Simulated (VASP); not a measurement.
```xyz
6
Lattice="4.3645 0.0000 0.0000 0.0000 4.3645 0.0000 0.0000 0.0000 4.3645" Properties=species:S:1:pos:R:3 pbc="T T T"
Ag     3.2733     1.0911     3.2733
Ag     1.0911     3.2733     3.2733
Ag     3.2733     3.2733     1.0911
Ag     1.0911     1.0911     1.0911
O      0.0000     0.0000     0.0000
O      2.1822     2.1822     2.1822
```

Calculation: LDA (Ceperley-Alder, Perdew-Zunger), VASP's LDA PAW potentials (set 64) (plane waves; VASP 6.6.1). Run with 620 eV cut-off, 5×5×5 Γ-centred mesh, Gaussian smearing of 0.050 eV, potentials Ag O.

Q: Estimate the energy per atom (σ→0), pressure, band gap (on the k-mesh) with the smallest direct gap where there is one.

A: 
```yaml
band gap (on the k-mesh): 0.58 eV
smallest direct gap (on the k-mesh): 0.58 eV
energy per atom (σ→0): -4.228 eV/atom
pressure: 29.98 GPa
```

Total energies compare only between runs with the same potentials, cut-off and functional.

The compound is Ag2O in the cuprite structure. It was relaxed first under an external pressure of 30 GPa.
